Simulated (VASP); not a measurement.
CeO₂ (fluorite): the PBEsol highest Γ mode (no LO-TO splitting) against the volume, with the cell scaled uniformly; PBEsol's own equilibrium is at 13.102 Å³/atom. VASP (PAW), 520 eV cut-off, 9×9×9 Γ-centred mesh, Gaussian smearing of 0.010 eV, potentials Ce O.  Fit ln ω as a straight line in ln V.

```
V (Å³/atom)  ln(ω/cm⁻¹)
-----------  ----------
11.53            6.2619
11.923           6.2152
12.316           6.1701
12.709           6.1225
```

### Question
Fit the rows as the text says and predict the value at 13.102.

### Answer
The slope is -1.43, a mode Grüneisen parameter of 1.43. The line misses the rows by up to 0.0016 and gives 6.0802 at 13.102. The run gave 6.0742, -0.0060 from the line.

Left out are failed runs and those whose mesh is unfit for this quantity.

The compound is CeO2 in the fluorite structure. The run is not spin-polarised, so no magnetic state was tried.
